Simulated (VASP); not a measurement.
Input:

```
CELL_PARAMETERS angstrom
      0.00000     2.41955     2.41955
      2.41955     0.00000     2.41955
      2.41955     2.41955     0.00000
ATOMIC_POSITIONS crystal
  Ca 0.00000 0.00000 0.00000
  O  0.50000 0.50000 0.50000
```

Method: PBE GGA, VASP's PBE PAW potentials (set 64) (plane waves; VASP). Run with 520 eV cut-off, Gaussian smearing of 0.050 eV, potentials Ca_sv O.

**Question.** Give the energies of bands 6 to 11 at the high-symmetry points, in eV from the valence-band maximum.

**Answer.** 
```
band     Γ      X      U      L      W
----  ----  -----  -----  -----  -----
6     0.00  -1.31  -1.32  -2.59  -1.25
7     0.00  -0.38  -1.21  -1.16  -1.06
8     0.00  -0.38  -0.77  -1.16  -1.06
9     4.55   3.64   5.10   6.95   6.25
10    6.17   7.89   7.89   8.24   6.25
11    6.17   8.78   8.41   8.24   8.25
```

The gap is indirect, 3.64 eV, from the valence maximum at Γ to the conduction minimum at X.

The compound is CaO in the rock salt structure. It was relaxed first.
